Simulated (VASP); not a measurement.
# TeAu (Fd-3m) in VASP: single point with PBE

Aim: the single point of TeAu with PBE.

Program: VASP 6.6.1. These are calculated values, not measurements. Logs are shortened: lines on timing, memory, paths and dates and some standing lists are left out, and cuts for length are marked.

### Step 1. The cell of the first run

The structure is cubic, space group Fd-3m (No. 227). Conventional cell: a = 7.207 Å, b = 7.207 Å, c = 7.207 Å, α = 90.00°, β = 90.00°, γ = 90.00°. Te (site symmetry -43m) has 4 Te at 3.12 Å and 4 Au at 3.12 Å as nearest neighbours. Au (site symmetry -43m) has 4 Au at 3.12 Å and 4 Te at 3.12 Å as nearest neighbours.

The cell was built by a generator and needn't be a form met in nature.

### Step 2. Single point, PBE (cell x2)

Input file INCAR:

```
SYSTEM = TeAu
PREC = Accurate
ENCUT = 520
EDIFF = 1E-7
ISMEAR = 0
SIGMA = 0.2
LREAL = .FALSE.
LASPH = .TRUE.
NELM = 100
ALGO = Fast
ISIF = 2
LWAVE = .FALSE.
LCHARG = .FALSE.
GGA = PE
NBANDS = 44
```

Input file KPOINTS:

```
regular mesh
0
G
  6 6 6
  0 0 0
```

Input file POSCAR:

```
TeAu
1.0
   -3.6033402156      0.0000000000     -3.6033402156
   -3.6033402156     -3.6033402156      0.0000000000
   -7.2066804312      3.6033402156      3.6033402156
Te Au
4 4
Direct
    0.6250000000      0.6250000000      0.1250000000
    0.1250000000      0.1250000000      0.6250000000
    1.0000000000      1.0000000000      0.0000000000
    0.5000000000      0.5000000000      0.5000000000
    0.8750000000      0.8750000000      0.3750000000
    0.3750000000      0.3750000000      0.8750000000
    0.2500000000      0.2500000000      0.2500000000
    0.7500000000      0.7500000000      0.7500000000
```

Potentials or basis: VASP PAW PBE potentials, release 64 (Te, Au).

Run with:

```console
$ cat potpaw_PBE.64/Te/POTCAR potpaw_PBE.64/Au/POTCAR > POTCAR
$ mpirun -np 1 vasp_std > vasp.out
```

OUTCAR:

```text
SYSTEM = TeAu
   PREC = Accurate
   ENCUT = 520
   EDIFF = 1E-7
   ISMEAR = 0
   LREAL = .FALSE.
   LASPH = .TRUE.
   NELM = 100
   ISIF = 2
   GGA = PE

 ion  position               nearest neighbor table
   1  0.625  0.625  0.125-   7 3.12   7 3.12   3 3.12   4 3.12   7 3.12   8 3.12   3 3.12   3 3.12
                             6 3.60   6 3.60   5 3.60   5 3.60   6 3.60   5 3.60
   2  0.125  0.125  0.625-   8 3.12   8 3.12   3 3.12   4 3.12   7 3.12   8 3.12   4 3.12   4 3.12
                             5 3.60   5 3.60   5 3.60   6 3.60   6 3.60   6 3.60
   3  0.000  0.000  0.000-   1 3.12   1 3.12   1 3.12   2 3.12   5 3.12   6 3.12   6 3.12   6 3.12
                             7 3.60   8 3.60   8 3.60   7 3.60   8 3.60   7 3.60
   4  0.500  0.500  0.500-   2 3.12   2 3.12   1 3.12   2 3.12   5 3.12   6 3.12   5 3.12   5 3.12
                             7 3.60   8 3.60   7 3.60   8 3.60   7 3.60   8 3.60
   5  0.875  0.875  0.375-   4 3.12   4 3.12   3 3.12   4 3.12   7 3.12   8 3.12   7 3.12   7 3.12
                             1 3.60   2 3.60   2 3.60   1 3.60   2 3.60   1 3.60
   6  0.375  0.375  0.875-   3 3.12   3 3.12   3 3.12   4 3.12   7 3.12   8 3.12   8 3.12   8 3.12
                             1 3.60   2 3.60   1 3.60   2 3.60   1 3.60   2 3.60
   7  0.250  0.250  0.250-   5 3.12   5 3.12   1 3.12   2 3.12   5 3.12   6 3.12   1 3.12   1 3.12
                             3 3.60   3 3.60   3 3.60   4 3.60   4 3.60   4 3.60
   8  0.750  0.750  0.750-   6 3.12   6 3.12   1 3.12   2 3.12   5 3.12   6 3.12   2 3.12   2 3.12
                             4 3.60   4 3.60   3 3.60   3 3.60   4 3.60   3 3.60

  LATTYP: Found a trigonal (rhomboedric) cell.
 ALAT       =     8.8263448979
 COS(alpha) =     0.8333333333

  Lattice vectors:

 A1 = (  -3.6033402156,   3.6033402156,   7.2066804312)
 A2 = (  -3.6033402156,   7.2066804312,   3.6033402156)
 A3 = (  -7.2066804312,   3.6033402156,   3.6033402156)

Analysis of symmetry for initial positions (statically):
=====================================================================
 Subroutine PRICEL returns following result:

  LATTYP: Found a face centered cubic cell.
 ALAT       =     7.2066804312

  Lattice vectors:

 A1 = (   3.6033402156,   0.0000000000,  -3.6033402156)
 A2 = (   0.0000000000,   3.6033402156,  -3.6033402156)
 A3 = (   3.6033402156,   3.6033402156,   0.0000000000)

   2 primitive cells build up your supercell.

 Routine SETGRP: Setting up the symmetry group for a
 trigonal (rhombohedral) supercell.

 Subroutine GETGRP returns: Found 12 space group operations
 (whereof  6 operations were pure point group operations)
 out of a pool of 12 trial point group operations.

The static configuration has the point symmetry C_3v.
 The point group associated with its full space group is D_3d.

Analysis of symmetry for dynamics (positions and initial velocities):
=====================================================================
 Subroutine PRICEL returns following result:

  LATTYP: Found a face centered cubic cell.
 ALAT       =     7.2066804312

  Lattice vectors:

 A1 = (   3.6033402156,   0.0000000000,  -3.6033402156)
 A2 = (   0.0000000000,   3.6033402156,  -3.6033402156)
 A3 = (   3.6033402156,   3.6033402156,   0.0000000000)

   2 primitive cells build up your supercell.

 Routine SETGRP: Setting up the symmetry group for a
 trigonal (rhombohedral) supercell.

 Subroutine GETGRP returns: Found 12 space group operations
 (whereof  6 operations were pure point group operations)
 out of a pool of 12 trial point group operations.

The dynamic configuration has the point symmetry C_3v.
 The point group associated with its full space group is D_3d.

 Subroutine INISYM returns: Found 12 space group operations
 (whereof  6 operations are pure point group operations),
 and found     2 'primitive' translations

----------------------------------------------------------------------------------------

                                     Primitive cell

  volume of cell :      93.5720

  direct lattice vectors                    reciprocal lattice vectors
     3.603340216  0.000000000 -3.603340216     0.138760142 -0.138760142 -0.138760142
     0.000000000  3.603340216 -3.603340216    -0.138760142  0.138760142 -0.138760142
     3.603340216  3.603340216  0.000000000     0.138760142  0.138760142  0.138760142

  length of vectors
     5.095892603  5.095892603  5.095892603     0.240339616  0.240339616  0.240339616

  position of ions in fractional coordinates (direct lattice)
     0.750000000  0.750000000  0.750000000
     0.000000000  1.000000000  0.000000000
     0.250000000  0.250000000  0.250000000
     0.500000000  0.500000000  0.500000000

  ion indices of the primitive-cell ions
   primitive index   ion index
                 1           1
                 2           4
                 3           5
                 4           8

----------------------------------------------------------------------------------------

 KPOINTS: regular mesh

Automatic generation of k-mesh.
 Grid dimensions read from file:
 generate k-points for:    6    6    6

 Generating k-lattice:

  Cartesian coordinates                     Fractional coordinates (reciprocal lattice)
    -0.011563345  0.011563345 -0.034690036     0.166666667  0.000000000  0.000000000
    -0.011563345 -0.034690036  0.011563345     0.000000000  0.166666667  0.000000000
    -0.011563345  0.011563345  0.011563345     0.000000000  0.000000000  0.166666667

  Length of vectors
     0.038351277  0.038351277  0.020028301

  Shift w.r.t. Gamma in fractional coordinates (k-lattice)
     0.000000000  0.000000000  0.000000000

 Subroutine IBZKPT returns following result:
 ===========================================

 Found     32 irreducible k-points:

 Following reciprocal coordinates:
            Coordinates               Weight
  0.000000  0.000000  0.000000      1.000000
  0.166667  0.000000 -0.000000      6.000000
  0.333333  0.000000  0.000000      6.000000
  0.500000  0.000000  0.000000      3.000000
  0.166667  0.166667  0.000000      6.000000
  0.333333  0.166667 -0.000000     12.000000
[... 16 lines left out ...]
 -0.166667  0.500000  0.166667     12.000000
 -0.333333 -0.333333  0.166667      6.000000
 [... further k-points ...]
   k-points           NKPTS =     32   k-points in BZ     NKDIM =     32   number of bands    NBANDS=     44
   number of dos      NEDOS =    301   number of ions     NIONS =      8
   total plane-waves  NPLWV = 112000
   dimension x,y,z NGX =    40 NGY =   40 NGZ =   70
   dimension x,y,z NGXF=    80 NGYF=   80 NGZF=  140
   ions per type =               4   4
   NGX,Y,Z   is equivalent  to a cutoff of  13.05, 13.05, 13.18 a.u.
   NGXF,Y,Z  is equivalent  to a cutoff of  26.10, 26.10, 26.37 a.u.
 SYSTEM =  TeAu
   PREC   = accura    normal or accurate (medium, high low for compatibility)
   ISTART =      0    job   : 0-new  1-cont  2-samecut
   ICHARG =      2    charge: 1-file 2-atom 10-const
   ISPIN  =      1    spin polarized calculation?
   LNONCOLLINEAR =      F non collinear calculations
   LSORBIT =      F    spin-orbit coupling
   LASPH  =      T    aspherical Exc in radial PAW
   ENCUT  =  520.0 eV  38.22 Ry    6.18 a.u.   9.47  9.47 16.41*2*pi/ulx,y,z
   NELM   =    100;   NELMIN=  2; NELMDL= -5     # of ELM steps
   EDIFF  = 0.1E-06   stopping-criterion for ELM
   LREAL  =      F    real-space projection
   EDIFFG = 0.1E-05   stopping-criterion for IOM
   NSW    =      0    number of steps for IOM
   IBRION =     -1    ionic relax: 0-MD 1-quasi-New 2-CG
   NFREE  =      0    steps in history (QN), initial steepest desc. (CG)
   ISIF   =      2    stress and relaxation
   ISYM   =      2    0-nonsym 1-usesym 2-fastsym
   POTIM  = 0.5000    time-step for ionic-motion
   TEBEG  =    0.0;   TEEND  =   0.0 temperature during run
   PSTRESS=    0.0 pullay stress
   NELECT =      68.0000    total number of electrons
   NUPDOWN=      -1.0000    fix difference up-down
   EMIN   =  10.00;   EMAX   =-10.00  energy-range for DOS
   EFERMI =   0.00;   METHOD = LEGACY
   ISMEAR =     0;   SIGMA  =   0.20  broadening in eV -4-tet -1-fermi 0-gaus
   EFERMI_NEDOS =   21; number of points for ismear=-14 and -15
   IALGO  =     68    algorithm
   IMIX   =      4    mixing-type and parameters
     AMIX     =   0.40;   BMIX     =  1.00
     AMIX_MAG =   1.60;   BMIX_MAG =  1.00
  volume/ion in A,a.u.               =      23.39       157.86
  Fermi-wavevector in a.u.,A,eV,Ry     =   1.168205  2.207588 18.567923  1.364704
  Thomas-Fermi vector in A             =   2.304695
   LORBIT       =      0    0 simple, 1 ext, 2 COOP (PROOUT), +10 PAW based schemes
   GGA     = PE    functional components
   LHFCALC =     F    Hartree Fock is set to
   AEXX    =    0.0000 exact exchange contribution
   IVDW    =     0    specifies the selected vdW correction
   LEPSILON=     F    determine dielectric tensor
   LRPA    =     F    only Hartree local field effects (RPA)
 non-spin polarized calculation
 RMM-DIIS sequential band-by-band and
 Gauss-broadening in eV      SIGMA  =   0.20
  energy-cutoff  :      520.00
  volume of cell :      187.14
 maximum number of plane-waves:      5080
 NGX is ok and might be reduce to    40
   NGX = 19   NGY = 19   NGZ = 33

 number of electron      68.0000008 magnetization

 Free energy of the ion-electron system (eV)
  ---------------------------------------------------
  ext. energy  EPLUGINS =         0.00000000
  ---------------------------------------------------
  free energy    TOTEN  =       -22.38825220 eV

  energy without entropy =      -22.27950227  energy(sigma->0) =      -22.33387724

 E-fermi :   8.1742     XC(G=0): -10.9582

 val. band max:        8.1527537113   @ k =  -0.3333   0.3333   0.1667
 cond. band min:       8.1802476907   @ k =   0.0000   0.0000   0.1667
 fundamental gap:      0.0274939794
 Fermi energy:         8.1742486862

 k-point     1 :       0.0000    0.0000    0.0000
  band No.  band energies     occupation
      1      -5.5266      2.00000
      2      -4.5402      2.00000
      3      -2.7660      2.00000
      4      -1.0273      2.00000
      5       2.2415      2.00000
      6       2.5817      2.00000
[... 1117 lines left out ...]
     43      13.5931      0.00000
     44      13.6503      0.00000

 [... further k-points ...]

------------------------ aborting loop because EDIFF is reached ----------------------------------------

  FORCE on cell =-STRESS in cart. coord.  units (eV):
  Direction    XX          YY          ZZ          XY          YZ          ZX
  --------------------------------------------------------------------------------------
  -------------------------------------------------------------------------------------
  Total       -0.1083127     -0.1083127     -0.1083127      0.0026605     -0.0026605      0.0026605
  in kB       -0.9272866     -0.9272866     -0.9272866      0.0227767     -0.0227767      0.0227767
  external PRESSURE =      -0.9272866 kB  Pullay stress =       0.0000000 kB

 VOLUME and BASIS-vectors are now :
 -----------------------------------------------------------------------------
  energy-cutoff  :      520.00
  volume of cell :      187.14
      direct lattice vectors                 reciprocal lattice vectors
    -3.603340216  0.000000000 -3.603340216    -0.069380071  0.069380071 -0.208140213
    -3.603340216 -3.603340216  0.000000000    -0.069380071 -0.208140213  0.069380071
    -7.206680431  3.603340216  3.603340216    -0.069380071  0.069380071  0.069380071

 POSITION                                       TOTAL-FORCE (eV/Angst)
 -----------------------------------------------------------------------------------
     -5.40501     -1.80167     -1.80167        -0.063595      0.063595      0.063595
     -5.40501      1.80167      1.80167        -0.063595      0.063595      0.063595
      0.00000      0.00000      0.00000         0.063595     -0.063595     -0.063595
     -7.20668      0.00000      0.00000         0.063595     -0.063595     -0.063595
     -9.00835     -1.80167     -1.80167        -0.003908      0.003908      0.003908
     -9.00835      1.80167      1.80167        -0.003908      0.003908      0.003908
     -3.60334      0.00000      0.00000         0.003908     -0.003908     -0.003908
    -10.81002      0.00000      0.00000         0.003908     -0.003908     -0.003908
 -----------------------------------------------------------------------------------
    total drift:                               -0.000001      0.000001      0.000001

  FREE ENERGIE OF THE ION-ELECTRON SYSTEM (eV)
  ---------------------------------------------------
  free  energy   TOTEN  =       -22.3882522036 eV

  energy  without entropy=      -22.2795022720  energy(sigma->0) =      -22.33387724
```

Wall time 3.7 min (1 thread of Intel Xeon Platinum 8488C (Sapphire Rapids), shared host); peak memory 0.44 GiB.

What came out:

| Item | Value |
| --- | --- |
| Free energy | -22.3883 eV |
| Pressure | -0.1 GPa |
| Band gap on the k mesh | none (metal or under the smearing width) |

Levels at points of the mesh, in eV from the Fermi level:
```
           k point  band 30  band 31  band 32  band 33  band 34  band 35  band 36  band 37  band 38  band 39
(0.00, 0.00, 0.00)    -1.78    -1.78    -0.70    -0.70    -0.03    -0.02    -0.02     0.02     0.74     1.34
(0.50, 0.00, 0.00)    -2.47    -1.06    -1.06    -0.36    -0.36     0.65     0.65     1.50     1.50     2.53
(0.50, 0.50, 0.00)    -1.78    -1.78    -0.70    -0.69     0.02     0.73     1.34     1.69     1.69     1.90
(0.00, 0.00, 0.50)    -2.00    -1.76    -1.76    -0.28    -0.28    -0.28    -0.28    -0.17    -0.17     2.72
```

Spin-orbit coupling is left out, which matters for the levels of Au, Te.
